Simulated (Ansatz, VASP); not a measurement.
# Cross-check of W (Tungsten) between VASP and Ansatz, part 2 of 2

Aim: how closely do two programs agree when they are given the same cell, functional and k mesh? The cell is taken from a series of VASP runs on this material, whose earlier steps may have relaxed, scaled or displaced it; both programs get it as it stands.

VASP 6.6.1 and Ansatz 0.2.0.

So far: The structure; VASP: relaxation of cell and atoms, r2SCAN with rVV10.

## Step 3: Ansatz: relaxation of cell and atoms, r2SCAN with rVV10

Level of this step: Ansatz beside VASP: Kohn-Sham DFT, plane waves, r2SCAN with rVV10 (Ansatz).

Ansatz runs on its default PAW (the set named soft_2) files.

The same cell, functional, mesh and smearing now go to Ansatz, which takes its cutoff from its data sets.

File input.yaml:

```yaml
crystal:
  lattice:
    - [-1.582345, 1.582345, 1.582345]
    - [1.582345, -1.582345, 1.582345]
    - [1.582345, 1.582345, -1.582345]
  atoms:
    - { symbol: W, position: [0.0, 0.0, 0.0] }
hamiltonian:
  xc: r2scan
  pseudopotentials: { kind: paw }
  dispersion: rvv10
kpoints:
  mp_grid: { grid: [12, 12, 12] }
scf:
  occupations: { method: methfessel_paxton, width: 0.1 }
relax:
  f_tol: 0.01
  max_steps: 60
  cell: { stress_tol: 0.05 }
output:
  forces: true
  stress: true
```

Started as:

```bash
> ansatz run input.yaml --threads 4 --pin off --max-ram 9216MiB --backend cpu --events-out ev --progress --plain --runs-dir out
```

Numbers of over 12 decimals in the logs are rounded to 6 here.

What it wrote:

```text
Engine: ansatz 0.2.0, aarch64-unknown-linux-gnu
Pseudopotentials: kind: paw
Pseudopotential: W, paw, valence charge 14, recommended cutoff 500 eV (meta_gga), W.paw.azcp
Functional definition: r2SCAN+rVV10
  parameter k0 = 0.174
  parameter k1 = 0.065
  parameter a1 = 4.9479
  exchange = r2scan_x(k0 = k0, k1 = k1, a1 = a1)
  correlation = r2scan_c + rvv10(11.95, 0.0093)
Crystal: 1 atoms, lattice volume = 15.848 Å³
Basis set: ecut = 500 eV, 381 PW (Γ), exchange–correlation on 96×96×96 points (64 copies of the dense FFT grid, shifted against one another)
Bands: 11, of which v1, the nominal top of the filled ones, is band 7 counted from 1 (6 counted from 0)
Symmetry: 48 space group operations
Space group: Im-3m (ITA 229), of the structure as read, at distance tolerance 2.5e-5 Å
k-points: 72 of 1728
Non-local potential: W, projectors of the file, l = 0: 3, l = 1: 2, l = 2: 2, l = 3: 1
PAW form: soft (Blöchl's): semilocal exchange-correlation on the pseudo side does not see the compensation charge
rVV10 density: all electrons in the spheres
PAW frozen core: W, regenerated for the run's functional (the file was generated under x = pbe(κ = 0.804, μ = 0.219515), c = pbe(β = 0.066725))
PAW one-centre angular grid: W, 590 points (default); XC on 160 Gauss nodes
Initial density: superposition of atomic densities (neutral atoms: chi_scale 0, normalization atom), corrected by the library's trained network
Initial wavefunctions: pseudopotential atomic-orbital guess
Functional: x = r2scan, c = r2scan + rvv10(b = 11.95, C = 0.0093); τ floored in thin density (d = 2e-4 eV/Å³)
SCF iter   1: F=—  HF=-10394.508348 eV  |F-HF|=—  |Δ(HF+E_count)|=         —  Δρ=5.85e-3  dr2=1.26e-3  dr2_τ=5.12e-2  ethr=1.77e-3  ⟨swp⟩=5.0  Hψ=4671  notcnv=0
preconditioner: auto → none  [insulator: Δε(μ)=0.097 eV  Ē_g=9.538 eV  σ=0.100 eV  W_gap=0.61  n_scr=0 (ndim 8)  ℏωp=22.8 eV  f_vac=0.000  D(μ)=0.51/eV (n_scr^D=0)  ε∞_Penn≈6.7]
SCF iter   2: F=—  HF=-10394.526216 eV  |F-HF|=—  |Δ(HF+E_count)|=   1.79e-2  S|Δr|=    0.00e0  Δρ=3.74e-3  dr2=5.41e-4  dr2_τ=1.61e-4  ethr=8.99e-6  ⟨swp⟩=2.0  Hψ=1799  notcnv=0
SCF iter   3: F=—  HF=-10394.526759 eV  |F-HF|=—  |Δ(HF+E_count)|=   5.43e-4  S|Δr|=    0.00e0  Δρ=6.51e-4  dr2=3.64e-5  dr2_τ=9.78e-6  ethr=3.86e-6  ⟨swp⟩=2.3  Hψ=1292  notcnv=0
SCF iter   4: F=—  HF=-10394.526771 eV  |F-HF|=—  |Δ(HF+E_count)|=   1.18e-5  S|Δr|=    0.00e0  Δρ=2.30e-4  dr2=2.50e-6  dr2_τ=1.33e-6  ethr=2.60e-7  ⟨swp⟩=2.0  Hψ=1137  notcnv=0
SCF iter   5: F=—  HF=-10394.526773 eV  |F-HF|=—  |Δ(HF+E_count)|=   1.66e-6  S|Δr|=    0.00e0  Δρ=6.03e-5  dr2=1.80e-7  dr2_τ=4.18e-8  ethr=1.79e-8  ⟨swp⟩=2.0  Hψ=1119  notcnv=0
SCF iter   6: F=-10394.526773 eV  HF=-10394.526773 eV  |F-HF|=5.28e-10  |Δ(HF+E_count)|=   5.70e-8  S|Δr|=    0.00e0  Δρ=4.82e-6  dr2=1.16e-9  dr2_τ=3.03e-10  ethr=7.14e-10  ⟨swp⟩=4.1  Hψ=2323  notcnv=0
SCF 1 converged in 6 iterations: F = -10394.526773 eV  dr2 = 1.16e-9
  greatest PAW one-centre occupation: 0.999 electrons in one spin orbital (limit 2), on the W atom at site 0 (counted from 0), in its partial waves of l = 0
relax step   1: F+E_penalty+E_count = -10394.52677288 eV  Δ(F+E_penalty+E_count) = +0.000e0 eV  max|allowed force component| = 0.000e0 eV/Å  Δτ_max = 0.0000 Å  P = -0.628 GPa  Ω = 15.848 Å³  (6 SCF iters, dr2 threshold 1.00e-7 eV, accepted)
[...]
relax step   2: F+E_penalty+E_count = -10394.52640421 eV  Δ(F+E_penalty+E_count) = +3.687e-4 eV  max|allowed force component| = 0.000e0 eV/Å  Δτ_max = 0.0000 Å  P = +1.820 GPa  Ω = 15.731 Å³  energy of the carried Pulay correction = +6.316e-5 eV  (4 SCF iters, dr2 threshold 1.00e-7 eV, rejected (line search))
[...]
relax step   3: F+E_penalty+E_count = -10394.52684866 eV  Δ(F+E_penalty+E_count) = -7.577e-5 eV  max|allowed force component| = 0.000e0 eV/Å  Δτ_max = 0.0000 Å  P = -0.003 GPa  Ω = 15.817 Å³  energy of the carried Pulay correction = +1.625e-5 eV  (7 SCF iters, accepted)
[...]
relax step   4: F+E_penalty+E_count = -10394.52683037 eV  Δ(F+E_penalty+E_count) = +1.829e-5 eV  max|allowed force component| = 0.000e0 eV/Å  Δτ_max = 0.0000 Å  P = -0.003 GPa  Ω = 15.817 Å³  stress off target by 3.38e-3 GPa  SCF on the basis re-selected at this cell (its energy is not comparable with the rows above)  (3 SCF iters)
basis re-selected at this cell: Δ(F+E_penalty+E_count) = +1.829e-5 eV, ΔP = -0.001 GPa vs the last step (what re-selecting the basis moved, of the pressure what is left beyond the Pulay correction that the steps carried, after the strain that the cell walked since its last selection, with what the two solves' SCF thresholds leave and, on support functions, any second-order correction that the steps lacked; it is no measure of the basis error at this ecutwfc). This SCF's stress stands 3.38e-3 GPa from its target on what of the cell is left free (relax.cell.stress_tol is 5.00e-2 GPa) and its largest allowed force component is 0.00e0 eV/Å (relax.f_tol is 1.00e-2 eV/Å): [rest of the remark cut]
SCF converged after 3 iterations
Stability not checked: this state was not tested for a lower state beside it, because cold or Methfessel-Paxton smearing, or corrected tetrahedra, fill the levels in a way that the test cannot read (fill_not_monotonic; see scf.lower_state_search)
Free energy (F): -10394.526830 eV
Harris-Foulkes:  -10394.526830 eV  (|F-HF|=7.28e-12)
Internal energy: -10394.526922 eV  (E = F + TS)
E sigma→0 (E₀):  -10394.526853 eV
Entropy (-TS):   0.000091 eV (0.091 meV/atom)
Fermi energy:    22.355272 eV
--- Per-component energies (eV) ---
  E_band       = -95.513643
  E_kinetic    = 450.863821
  E_local      = -597.107527  (includes V_loc(G=0)·N_el)
  E_nonlocal   = 0.810912
  E_hartree    = 214.836225
  E_xc         = -246.468691
  E_vxc        = -260.070952  (∫ρ·V_xc dr)
  E_paw        = -8593.072666  (= ΣΔE_a)
  E_vpaw       = -133.081532  (= ΣTr[D̂ρ^β])
  E_aug_tail   = -0.000031  (compensation charges beyond the density's cutoff)
  E_vtau       = 13.399250  (kinetic-family band-sum trace: ∫τ·v_τ [+ j·A + Jᵃ·Aᵃ] dr)
  E_ewald      = -1623.801015
  E_core_change = -0.587949  (= ΣΔE_core)
  E_smearing   = 0.000091  (= −TS)
  E_closure    = 0.000000  (closes the sum)
  Σ components = -10394.526830   (vs F -10394.526830, Δ=0.00e0)
--- Forces (eV/Å), atoms counted from 1 ---
  atom   1  W      0.00000000     0.00000000     0.00000000
  max |Σ_I F_I| component: 7.40e-32 eV/Å
--- Stress (GPa, compression-positive) ---
       -0.003384      -0.000000      -0.000000
       -0.000000      -0.003384       0.000000
        0.000000       0.000000      -0.003384
  P = ⅓ Tr σ = -0.0034 GPa (-0.034 kbar)
--- Relaxed structure (3 steps of the walk, 2 accepted, 1 SCFs on fresh bases) ---
  F+E_penalty+E_count = -10394.52683037 eV   max|allowed force component| = 0.000e0 eV/Å   (the final SCF, on the basis selected at the relaxed cell)
  cell:  # Å, volume = 15.8174 Å³
    - [-1.581339, 1.581339, 1.581339]
    - [1.581339, -1.581339, 1.581339]
    - [1.581339, 1.581339, -1.581339]
  atoms:
    - { symbol: W, position: [0.0, 0.0, 0.0] }
```

Run time: 2.5 s. Hardware: 4 threads of Arm Neoverse V2, shared host; peak memory 0.35 GiB; 8.2 s of CPU time.

## Step 4: Side by side

Known differences besides the potentials themselves: VASP keeps PBE cores, Ansatz makes them for the functional; both relaxations stop at a tolerance, which leaves soft axes loose, and VASP keeps its plane-wave basis; the data sets hold 14 valence electrons in Ansatz (default PAW (the set named soft_2) files) and 6 in VASP; the cutoff is 500 eV in Ansatz and 450 eV in VASP; Ansatz adds a Pulay correction to the stress that steers its cell, VASP none. Total energies have different zeros and are not compared.

Both answers:

```tsv
quantity	Ansatz	VASP	difference
volume (Å³)	15.82	15.69	+0.81 %
edge a after relaxation, in the typed setting (Å)	2.739	2.732	+0.27 %
```

The walks stopped with 0.00 GPa left in Ansatz and -0.04 GPa in VASP; each walk ends within a tolerance, so the volume difference is uncertain by about these residues over the bulk modulus, most in soft cells.

## Step 5: Summary of results

```yaml
difference_in_volume_relaxation_of_cell_and_atoms_r2scan_with_rvv10: 0.81 %
```

What this shows: The difference in volume is 0.81 % (relaxation of cell and atoms, r2SCAN with rVV10), within the 1.2 % picked in this series as the mark of a large difference, as far as the stopping tolerances let one tell. How closely two codes agree says nothing of how well the functional describes the real material.

[Lines on the potential files, build, host, timing and source positions are cut from VASP's logs without a mark.]

[Logs are printed without paths, hosts, clocks, repeated set-up lines and the standing remarks that a program may print on its own settings, such as how far it seeks lower states.]

[Hosts, paths, dates, database ids (printed as entryN), source tags and the programs' standing remarks are cut or masked in the printed files.]
